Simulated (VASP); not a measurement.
Write the native input for VASP 6.6.1 that does the following.

- Task: single point
- Functional: PBE
- Potentials or basis: VASP PAW PBE potentials, release 64 (Se, Na_pv, Sn_d, Cs_sv)
- Cutoff: 520 eV
- k mesh: 3 × 3 × 3
- Occupations: fermi-dirac, width 0.1 eV
- Spin: no spin polarisation
- Dipole correction: no
- Further INCAR settings: ALGO = Normal; EDIFF = 1e-07; NBANDS = 48

The structure of Cs2NaSnSe6 lies in POSCAR:

```
Cs2NaSnSe6
1.0
    0.0000000000      5.1941970000      5.1941970000
    5.1941970000      0.0000000000      5.1941970000
    5.1941970000      5.1941970000      0.0000000000
Se Na Sn Cs
6 1 1 2
Direct
    0.7600000000      0.2400000000      0.2400000000
    0.2400000000      0.7600000000      0.2400000000
    0.2400000000      0.7600000000      0.7600000000
    0.7600000000      0.2400000000      0.7600000000
    0.2400000000      0.2400000000      0.7600000000
    0.7600000000      0.7600000000      0.2400000000
    0.5000000000      0.5000000000      0.5000000000
    0.0000000000      0.0000000000      0.0000000000
    0.2500000000      0.2500000000      0.2500000000
    0.7500000000      0.7500000000      0.7500000000
```

The cell was built by a generator and needn't be a form met in nature.

One way to write it, as run:

INCAR

```
SYSTEM = Cs2NaSnSe6
  ALGO = Normal
  EDIFF = 1E-7
  ENCUT = 520
  GGA = PE
  ISIF = 2
  ISMEAR = -1
  LASPH = .True.
  LCHARG = .False.
  LREAL = .False.
  LWAVE = .False.
  NBANDS = 48
  NELM = 80
  PREC = Accurate
  SIGMA = 0.1
```

KPOINTS

```
k-points
0
Gamma
  3 3 3
  0 0 0
```

Potentials or basis: VASP PAW PBE potentials, release 64 (Se, Na_pv, Sn_d, Cs_sv).

Run with:

```sh
$ cat potpaw_PBE.64/Se/POTCAR potpaw_PBE.64/Na_pv/POTCAR potpaw_PBE.64/Sn_d/POTCAR potpaw_PBE.64/Cs_sv/POTCAR > POTCAR
$ mpirun -np 1 vasp_std > vasp.out
```

It gave:

The pressure is 7.7 GPa. The largest force is 1.334 eV/Å and the band gap on the k mesh is none (metal or under the smearing width).

Caveat: forces of over 1 eV/Å show positions far from the minimum, so gaps and moduli don't describe the material at rest.

It took 68 s on 1 thread of Intel(R) Xeon(R) Platinum 8488C (Sapphire Rapids), on a shared host, peak memory 0.45 GiB.
